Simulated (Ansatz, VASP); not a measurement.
# Al (Al(100)) in two plane-wave programs

One calculation is typed for both programs; each brings its own data sets. How far apart do they land? Of the first pair: The cell is taken from a series of runs on this material, whose earlier steps may have relaxed, scaled, displaced or heated it; both programs get it as it stands.

Calculated with Ansatz 0.2.0; plane waves, with VASP 6.6.1 beside it; PBE.

### 1. Starting point

The cell holds 10 atoms: 10 Al. Cell: a = 2.864 Å, b = 2.864 Å, c = 32.225 Å, α = 90.0°, β = 90.0°, γ = 90.0°. Vacuum lies along c.

As a file:

```xyz
10
Lattice="2.8638 0.0000 0.0000 0.0000 2.8638 0.0000 0.0000 0.0000 32.2250" Properties=species:S:1:pos:R:3
Al    1.4319    1.4319    7.0000
Al    0.0000    0.0000    9.0250
Al    1.4319    1.4319   11.0500
Al    0.0000    0.0000   13.0750
Al    1.4319    1.4319   15.1000
Al    0.0000    0.0000   17.1359
Al    1.4319    1.4319   19.1384
Al    0.0000    0.0000   21.1745
Al    1.4319    1.4319   23.2004
Al    0.0000    0.0000   25.2423
```

### 2. VASP: single point, PBE, pair 1

A single point takes one fixed geometry, so differences don't come from the geometry; what else differs is listed under the comparison.

Lines of VASP's logs that name or quote its potential files are left out, and so is its time.

INCAR

```
SYSTEM = Al
PREC = Accurate
ENCUT = 400
EDIFF = 1E-06
NELM = 120
ISMEAR = -1
SIGMA = 0.1
LREAL = .FALSE.
ALGO = Normal
GGA = PE
NBANDS = 25
LORBIT = 11
LWAVE = .FALSE.
LCHARG = .FALSE.
ISIF = 2
LDIPOL = .TRUE.
IDIPOL = 3
DIPOL = 0.5 0.5 0.5
LVHAR = .TRUE.
LASPH = .TRUE.
GGA_COMPAT = .FALSE.
NELMDL = -8
KPAR = 2
```

POSCAR

```
Al
1.0
    2.8637824638      0.0000000000      0.0000000000
    0.0000000000      2.8637824638      0.0000000000
    0.0000000000      0.0000000000     32.2250000000
Al
10
Direct
    0.5000000000      0.5000000000      0.2172226532
    0.0000000000      0.0000000000      0.2800620636
    0.5000000000      0.5000000000      0.3429014740
    0.0000000000      0.0000000000      0.4057408844
    0.5000000000      0.5000000000      0.4685802948
    0.0000000000      0.0000000000      0.5317578053
    0.5000000000      0.5000000000      0.5938978820
    0.0000000000      0.0000000000      0.6570824821
    0.5000000000      0.5000000000      0.7199514755
    0.0000000000      0.0000000000      0.7833131309
```

KPOINTS

```
Automatic mesh
0
Gamma
11 11 1
0 0 0
```

Potentials, in the order of the species: Al (PBE family, release 64).

Launch:

```bash
$ mpirun -np 2 vasp_std
```

Numbers of over 12 decimals in the logs are rounded to 6 here.

Output:

```text
[banner, memory and clock lines left out]
running    2 mpi-ranks, on    1 nodes
 distrk:  each k-point on    1 cores,    2 groups
 distr:  one band on    1 cores,    1 groups

 POSCAR found type information on POSCAR Al
 POSCAR found :  1 types and      10 ions
 LDA part: xc-table for (Slater+PW92), standard interpolation
 POSCAR, INCAR and KPOINTS ok, starting setup
 FFT: planning ... GRIDC
 FFT: planning ... GRID_SOFT
 FFT: planning ... GRID
 WAVECAR not read
 entering main loop
       N       E                     dE             d eps       ncg     rms          rms(c)
DAV:   1     0.508239387307E+02    0.50824E+02   -0.85385E+03  1050   0.739E+02
DAV:   2    -0.326721561676E+02   -0.83496E+02   -0.76195E+02  1324   0.127E+02
DAV:   3    -0.372930149773E+02   -0.46209E+01   -0.43325E+01  1532   0.271E+01
DAV:   4    -0.374835059450E+02   -0.19049E+00   -0.18847E+00  1620   0.611E+00
DAV:   5    -0.374887093401E+02   -0.52034E-02   -0.51952E-02  1642   0.103E+00
DAV:   6    -0.374889740420E+02   -0.26470E-03   -0.26460E-03  1740   0.208E-01
DAV:   7    -0.374889792396E+02   -0.51976E-05   -0.51966E-05  1584   0.305E-02
DAV:   8    -0.374889795207E+02   -0.28109E-06   -0.28095E-06  1332   0.636E-03    0.429E+00
DAV:   9    -0.399631913046E+02   -0.24742E+01   -0.13324E+01  1568   0.164E+01    0.483E+00
DAV:  10    -0.370495335575E+02    0.29137E+01   -0.17540E+01  1526   0.167E+01    0.269E+00
DAV:  11    -0.453702326242E+02   -0.83207E+01   -0.38623E+01  1794   0.270E+01    0.678E+00
DAV:  12    -0.365126782438E+02    0.88576E+01   -0.24209E+01  1707   0.181E+01    0.105E+00
DAV:  13    -0.365671540931E+02   -0.54476E-01   -0.14191E+00  1375   0.328E+00    0.420E-01
DAV:  14    -0.365708652728E+02   -0.37112E-02   -0.58000E-02  1417   0.104E+00    0.349E-01
[...]
DAV:  23    -0.365666271053E+02   -0.13012E-03   -0.28761E-05  1175   0.160E-02    0.422E-03
DAV:  24    -0.365666931369E+02   -0.66032E-04   -0.58901E-06  1197   0.725E-03    0.337E-03
DAV:  25    -0.365668007434E+02   -0.10761E-03   -0.52979E-06   973   0.638E-03    0.189E-03
DAV:  26    -0.365668157211E+02   -0.14978E-04   -0.37073E-07   928   0.235E-03    0.123E-03
DAV:  27    -0.365668304771E+02   -0.14756E-04   -0.54275E-07   865   0.195E-03    0.650E-04
DAV:  28    -0.365668372936E+02   -0.68166E-05   -0.23037E-07   793   0.128E-03    0.380E-04
DAV:  29    -0.365668383926E+02   -0.10989E-05   -0.38513E-08   780   0.680E-04    0.296E-04
DAV:  30    -0.365668387640E+02   -0.37144E-06   -0.14053E-08   744   0.454E-04
   1 F= -.36566839E+02 E0= -.36492071E+02  d E =-.149536E+00
```

Parts of OUTCAR (step 2):

```text
ion  position               nearest neighbor table
   1  0.500  0.500  0.217-   2 2.86   2 2.86   2 2.86   2 2.86
   2  0.000  0.000  0.280-   1 2.86   3 2.86   1 2.86   3 2.86   1 2.86   3 2.86   1 2.86   3 2.86

  LATTYP: Found a simple tetragonal cell.
 ALAT       =     2.8637824638
 C/A-ratio  =    11.2526005056

 Subroutine GETGRP returns: Found  8 space group operations
 (whereof  8 operations were pure point group operations)

The static configuration has the point symmetry C_4v.

 Found     21 irreducible k-points:

   k-points           NKPTS =     21   k-points in BZ     NKDIM =     21   number of bands    NBANDS=     25

   dimension x,y,z NGX =    20 NGY =   20 NGZ =  210
   dimension x,y,z NGXF=    40 NGYF=   40 NGZF=  420

   ENCUT  =  400.0 eV  29.40 Ry    5.42 a.u.   4.67  4.67 52.55*2*pi/ulx,y,z

   NELECT =      30.0000    total number of electrons

 k-points in reciprocal lattice and weights: Automatic mesh
   0.00000000  0.00000000  0.00000000       0.008
   0.09090909  0.00000000  0.00000000       0.033
   0.18181818  0.00000000  0.00000000       0.033
   0.27272727  0.00000000  0.00000000       0.033
   0.36363636  0.00000000  0.00000000       0.033
   0.45454545  0.00000000  0.00000000       0.033
   0.09090909  0.09090909  0.00000000       0.033
   0.18181818  0.09090909  0.00000000       0.066
   0.27272727  0.09090909  0.00000000       0.066
[...]
0.45454545  0.36363636  0.00000000       0.066
   0.45454545  0.45454545  0.00000000       0.033

 dipolmoment           0.000000      0.000000     -0.000297 electrons x Angstroem

 average (electrostatic) potential at core
       1 -77.2000       2 -77.1803       3 -77.2151       4 -77.2049       5 -77.2039
       6 -77.1997       7 -77.2044       8 -77.2155       9 -77.1831      10 -77.2051

 E-fermi :   3.4510

 k-point     1 :       0.0000    0.0000    0.0000
  band No.  band energies     occupation
    ...
      8      -2.5229      2.00000
      9      -1.2417      2.00000
     10       0.2333      2.00000
     11       1.0388      2.00000
     12       3.1226      1.92775
     13       4.6456      0.00001
     14       6.0611      0.00000
     15       7.0240      0.00000
     16       7.9087      0.00000
     17       8.1104      0.00000
    ...

 k-point     2 :       0.0909    0.0000    0.0000
  band No.  band energies     occupation
    ...
      8      -2.3784      2.00000
      9      -1.0984      2.00000
     10       0.3760      2.00000
     11       1.1767      2.00000
     12       3.2610      1.73976
     13       4.7787      0.00000
     14       6.1873      0.00000
     15       6.5172      0.00000
     16       6.7617      0.00000
     17       7.1574      0.00000
    ...

 k-point     3 :       0.1818    0.0000    0.0000
  band No.  band energies     occupation
    ...
      7      -3.0972      2.00000
      8      -1.9461      2.00000
      9      -0.6697      2.00000
     10       0.8018      2.00000
     11       1.5900      2.00000
     12       3.5971      0.37653
     13       4.1107      0.00272
     14       4.2164      0.00095
     15       4.6369      0.00001
     16       5.1477      0.00000
    ...

  Total       -2.0754517     -2.0754517     -0.0101864      0.0000000      0.0000000      0.0000000
  in kB      -12.5820162    -12.5820162     -0.0617533      0.0000000      0.0000000      0.0000000
  external PRESSURE =      -8.4085952 kB  Pullay stress =       0.0000000 kB

  energy-cutoff  :      400.00
  volume of cell :      264.29
      direct lattice vectors                 reciprocal lattice vectors
     2.863782464  0.000000000  0.000000000     0.349188534  0.000000000  0.000000000
     0.000000000  2.863782464  0.000000000     0.000000000  0.349188534  0.000000000
     0.000000000  0.000000000 32.225000000     0.000000000  0.000000000  0.031031808

 POSITION                                       TOTAL-FORCE (eV/Angst)
 -----------------------------------------------------------------------------------
      1.43189      1.43189      7.00000        -0.000000      0.000000     -0.042298
      0.00000      0.00000      9.02500         0.000000     -0.000000      0.031282
      1.43189      1.43189     11.05000         0.000000      0.000000     -0.012189
      0.00000      0.00000     13.07500        -0.000000     -0.000000      0.086863
      1.43189      1.43189     15.10000         0.000000     -0.000000     -0.062055
      0.00000      0.00000     17.13590         0.000000      0.000000     -0.001130
      1.43189      1.43189     19.13836         0.000000      0.000000      0.000586
      0.00000      0.00000     21.17448         0.000000      0.000000     -0.000035
      1.43189      1.43189     23.20044         0.000000      0.000000     -0.000663
      0.00000      0.00000     25.24227         0.000000     -0.000000     -0.000361
 -----------------------------------------------------------------------------------
    total drift:                                0.000000     -0.000000      0.000021

  FREE ENERGIE OF THE ION-ELECTRON SYSTEM (eV)
  ---------------------------------------------------
  free  energy   TOTEN  =       -36.5668387640 eV

  energy  without entropy=      -36.4173027335  energy(sigma->0) =      -36.49207075

 vacuum level on the upper side and lower side of the slab         7.709         7.715

 total charge
# of ion       s       p       d       tot
------------------------------------------
    1        0.469   0.292   0.000   0.761
    2        0.429   0.338   0.000   0.767
    3        0.430   0.335   0.000   0.766
    4        0.430   0.336   0.000   0.766
    5        0.430   0.336   0.000   0.766
    6        0.430   0.338   0.000   0.768
    7        0.430   0.337   0.000   0.767
    8        0.430   0.334   0.000   0.765
    9        0.430   0.336   0.000   0.766
   10        0.469   0.290   0.000   0.760
--------------------------------------------------
tot          4.377   3.275   0.000   7.652

[... 3 further parts left out ...]
```

### 3. Ansatz: single point, PBE, pair 1

Ansatz runs on its default PAW (the set named soft_2) files.

The same cell, functional, mesh and smearing now go to Ansatz, which takes its cutoff from its data sets.

input.yaml

```yaml
crystal:
  lattice:
    - [2.8637824638, 0.0, 0.0]
    - [0.0, 2.8637824638, 0.0]
    - [0.0, 0.0, 32.225]
  atoms:
    - { symbol: Al, position: [0.5, 0.5, 0.2172226532] }
    - { symbol: Al, position: [0.0, 0.0, 0.2800620636] }
    - { symbol: Al, position: [0.5, 0.5, 0.342901474] }
    - { symbol: Al, position: [0.0, 0.0, 0.4057408844] }
    - { symbol: Al, position: [0.5, 0.5, 0.4685802948] }
    - { symbol: Al, position: [0.0, 0.0, 0.5317578053] }
    - { symbol: Al, position: [0.5, 0.5, 0.593897882] }
    - { symbol: Al, position: [0.0, 0.0, 0.6570824821] }
    - { symbol: Al, position: [0.5, 0.5, 0.7199514755] }
    - { symbol: Al, position: [0.0, 0.0, 0.7833131309] }
kpoints:
  mp_grid: { grid: [11, 11, 1] }
hamiltonian:
  xc: pbe
scf:
  occupations: { method: fermi_dirac, width: 0.1 }
efield:
  axis: 3
  dipole_correction: true
  ramp_width: 0.05
output:
  forces: true
  write_potential: true
  write_density: true
  volumetric_format: npy
```

Launch:

```bash
$ ansatz run input.yaml --threads 4 --pin off --max-ram 8192MiB --backend cpu --events-out ev --progress --plain --runs-dir out
```

Output:

```text
Engine: ansatz 0.2.0, aarch64-unknown-linux-gnu
Pseudopotentials: kind: paw
Pseudopotential: Al, paw, valence charge 3, recommended cutoff 420 eV (normal), Al.paw.azcp
Functional definition: PBE
  parameter kappa = 0.804
  parameter beta = 0.066725
  exchange = pbe_x(kappa = kappa, mu = beta*pi^2/3)
  correlation = pbe_c(beta = beta)
Crystal: 10 atoms, lattice volume = 264.285 Å³
Basis set: ecut = 420 eV, 5167 PW (Γ), exchange–correlation on 40×40×432 points (8 copies of the dense FFT grid, shifted against one another)
Bands: 25, of which v1, the nominal top of the filled ones, is band 15 counted from 1 (14 counted from 0)
Symmetry: 8 space group operations
Space group: P4mm (ITA 99), of the structure as read, at distance tolerance 6.4e-5 Å
k-points: 21 of 121
Non-local potential: Al, projectors of the file, l = 0: 2, l = 1: 2, l = 2: 1
PAW form: soft (Blöchl's): semilocal exchange-correlation on the pseudo side does not see the compensation charge
PAW one-centre angular grid: Al, 110 points (default); XC on 64 Gauss nodes
Initial density: superposition of atomic densities (neutral atoms: chi_scale 0, normalization atom), corrected by the library's trained network
Initial wavefunctions: pseudopotential atomic-orbital guess
Functional: x = pbe(κ = 0.804, μ = 0.219515), c = pbe(β = 0.066725)
SCF iter   1: F=—  HF=-5374.151680 eV  |F-HF|=—  |Δ(HF+E_count)|=         —  Δρ=2.04e-3  dr2=7.99e-1  ethr=1.77e-3  p=-0.000 e·Å  D=-5.18e-5 V/Å  ΔV_dip=0.00 eV  dr2_dipole=1.13e-3  V_vac-E_F(+/−)=4.05/4.05 eV  ⟨swp⟩=10.1  Hψ=3484  notcnv=0  defer=2
efield: sawtooth ramp at fractional position 0.9753 (placed from the atoms, in the widest stretch of the axis that holds none; the zero of the levels goes with the place), width 0.0500; the density the first Hamiltonian is built on has a dipole p = -0.000 e·Å; the dipole correction subtracts the counter field D = -5.18e-5 V/Å, which shifts the + side's vacuum level by +0.00 eV against the − side's; the planar-averaged density in the ramp window peaks in size at 1.7e-4 e/Å³
preconditioner: auto → LDOS  [metal: Δε(μ)=0.016 eV  Ē_g=6.678 eV  σ=0.100 eV  W_gap=0.04  n_scr=18 (ndim 8)  ℏωp=12.5 eV  f_vac=0.295  D(μ)=4.69/eV (n_scr^D=18)  β→1.0]
SCF iter   2: F=—  HF=-5374.133849 eV  |F-HF|=—  |Δ(HF+E_count)|=   1.78e-2  Δρ=6.17e-4  dr2=8.93e-3  ethr=1.77e-3  p=0.000 e·Å  D=1.37e-4 V/Å  ΔV_dip=-0.00 eV  dr2_dipole=3.98e-5  V_vac-E_F(+/−)=4.24/4.25 eV  ⟨swp⟩=1.6  Hψ=712  notcnv=0  defer=5
SCF iter   3: F=—  HF=-5374.133956 eV  |F-HF|=—  |Δ(HF+E_count)|=   1.06e-4  Δρ=2.07e-4  dr2=8.31e-4  ethr=2.98e-5  p=0.000 e·Å  D=2.09e-4 V/Å  ΔV_dip=-0.01 eV  dr2_dipole=1.04e-6  V_vac-E_F(+/−)=4.26/4.27 eV  ⟨swp⟩=2.0  Hψ=684  notcnv=0  defer=8
SCF iter   4: F=—  HF=-5374.133927 eV  |F-HF|=—  |Δ(HF+E_count)|=   2.87e-5  Δρ=3.73e-5  dr2=1.37e-5  ethr=2.77e-6  p=0.000 e·Å  D=1.99e-4 V/Å  ΔV_dip=-0.01 eV  dr2_dipole=2.36e-9  V_vac-E_F(+/−)=4.26/4.26 eV  ⟨swp⟩=2.3  Hψ=751  notcnv=0  defer=8
SCF iter   5: F=—  HF=-5374.134481 eV  |F-HF|=—  |Δ(HF+E_count)|=   5.54e-4  Δρ=7.72e-6  dr2=3.94e-7  ethr=4.58e-8  p=0.000 e·Å  D=2.04e-4 V/Å  ΔV_dip=-0.01 eV  dr2_dipole=2.77e-10  V_vac-E_F(+/−)=4.26/4.26 eV  ⟨swp⟩=2.8  Hψ=990  notcnv=0  defer=8
SCF iter   6: F=-5374.134481 eV  HF=-5374.134481 eV  |F-HF|=6.31e-9  |Δ(HF+E_count)|=   1.75e-7  Δρ=1.28e-6  dr2=1.92e-8  ethr=3.33e-10  p=0.000 e·Å  D=2.01e-4 V/Å  ΔV_dip=-0.01 eV  dr2_dipole=5.93e-10  V_vac-E_F(+/−)=4.26/4.26 eV  ⟨swp⟩=20.9  Hψ=5056  notcnv=0
SCF 1 converged in 6 iterations: F = -5374.134481 eV  dr2 = 1.92e-8
  greatest PAW one-centre occupation: 0.478 electrons in one spin orbital (limit 2), on the Al atom at site 9 (counted from 0), in its partial waves of l = 0
WARN: The output density's exchange-correlation potential varies sharply where the density is thin. Do not read a vacuum level from v_tot or v_xc, or from such a field of the output density. On a cell that repeats whose density bears no net charge and no dipole along the vacuum's axis use v_es (v_loc + v_h of the components); under efield.dipole_correction with no amplitude use v_es + v_field, which holds any externa [...]
SCF converged after 6 iterations
Free energy (F): -5374.134481 eV
Harris-Foulkes:  -5374.134481 eV  (|F-HF|=6.31e-9)
Internal energy: -5373.984803 eV  (E = F + TS)
E sigma→0 (E₀):  -5374.059642 eV
Entropy (-TS):   -0.149678 eV (-14.968 meV/atom)
Fermi energy:    3.414670 eV
Dipole field:    D = 0.000173 V/Å  (p = 0.000253 e·Å, saw-weighted, corrected)
Work function:   Φ+ = 4.2554 eV   Φ− = 4.2610 eV
Levels:          The Fermi level and band energies are counted from a zero that moves with the ramp; work functions are not
--- Per-component energies (eV) ---
  E_band       = -25.777556
  E_kinetic    = 221.730921
  E_local      = -7250.358594  (includes V_loc(G=0)·N_el)
  E_nonlocal   = 103.856201
  E_hartree    = 3610.264117
  E_xc         = -394.028483
  E_vxc        = -285.128305  (∫ρ·V_xc dr)
  E_paw        = -4673.092025  (= ΣΔE_a)
  E_vpaw       = -36.394953  (= ΣTr[D̂ρ^β])
  E_aug_tail   = -0.000022  (compensation charges beyond the density's cutoff)
  E_efield     = 0.000000  (sawtooth field / dipole correction)
  E_vefield    = 0.000036  (∫n·V_field dr)
  E_ewald      = 3007.643082
  E_smearing   = -0.149678  (= −TS)
  E_closure    = -0.000000  (closes the sum)
  Σ components = -5374.134481   (vs F -5374.134481, Δ=0.00e0)
--- Forces (eV/Å), atoms counted from 1 ---
  atom   1  Al    -0.00000000     0.00000000    -0.04336291
  atom   2  Al    -0.00000000     0.00000000     0.03083773
  atom   3  Al     0.00000000     0.00000000    -0.01229067
  atom   4  Al     0.00000000     0.00000000     0.08667261
  atom   5  Al    -0.00000000     0.00000000    -0.06209351
  atom   6  Al     0.00000000     0.00000000    -0.00112101
  atom   7  Al    -0.00000000     0.00000000     0.00082172
  atom   8  Al    -0.00000000     0.00000000     0.00004983
  atom   9  Al     0.00000000     0.00000000    -0.00017022
  atom  10  Al     0.00000000     0.00000000     0.00065280
  max |Σ_I F_I| component: 3.63e-6 eV/Å
--- Band table (eV; the first three rows and the last of 21) ---
  k-point 0: bands = [... 11 lower, 3.0857, 4.6068, 6.0203, 6.9823, 7.8643, 8.0715, 8.6986, 8.9554, ... 6 higher]
  k-point 1: bands = [... 11 lower, 3.2240, 4.7398, 6.1460, 6.4753, 6.7190, 7.1137, 7.1272, 7.6168, ... 6 higher]
  k-point 2: bands = [... 11 lower, 3.5595, 4.0747, 4.1786, 4.5983, 5.1085, 5.2461, 5.8341, 6.6135, ... 6 higher]
  k-point 20: bands = [... 11 lower, 2.2813, 2.4888, 2.6488, 2.9759, 3.0918, 3.2264, 3.2937, 3.4015, ... 6 higher]
```

### 4. Differences

Known differences besides the potentials themselves: the cutoff is 420 eV in Ansatz and 400 eV in VASP. Total energies have different zeros and are not compared.

Both answers:

```csv
quantity,Ansatz,VASP,difference
"work function, lower of the two faces (eV)",4.26,4.26,0.00
"work function, higher of the two faces (eV)",4.26,4.26,0.00
```

Forces (eV/Å; atoms numbered as in POSCAR):

| atom | Ansatz x, y, z | VASP x, y, z |
| --- | --- | --- |
| Al1 | 0.000, 0.000, -0.043 | 0.000, 0.000, -0.042 |
| Al2 | 0.000, 0.000, 0.031 | 0.000, 0.000, 0.031 |
| Al3 | 0.000, 0.000, -0.012 | 0.000, 0.000, -0.012 |
| Al4 | 0.000, 0.000, 0.087 | 0.000, 0.000, 0.087 |
| Al5 | 0.000, 0.000, -0.062 | 0.000, 0.000, -0.062 |
| Al6 | 0.000, 0.000, -0.001 | 0.000, 0.000, -0.001 |
| Al7 | 0.000, 0.000, 0.001 | 0.000, 0.000, 0.001 |
| Al8 | 0.000, 0.000, 0.000 | 0.000, 0.000, 0.000 |
| Al9 | 0.000, 0.000, 0.000 | 0.000, 0.000, -0.001 |
| Al10 | 0.000, 0.000, 0.001 | 0.000, 0.000, 0.000 |

The forces differ by 0.3 meV/Å r.m.s., which is 1.4 % of the r.m.s. force of 0.022 eV/Å (both taken over all components). Where the cell holds vacuum, a pressure given here is an average over it and none of the material.

[end of part 1 of 2]

[Lines on the potential files, build, host, timing and source positions are cut from VASP's logs without a mark.]

[Logs are printed without paths, hosts, clocks, repeated set-up lines and the standing remarks that a program may print on its own settings, such as how far it seeks lower states.]

[Hosts, paths, dates, database ids (printed as entryN), source tags and the programs' standing remarks are cut or masked in the printed files.]
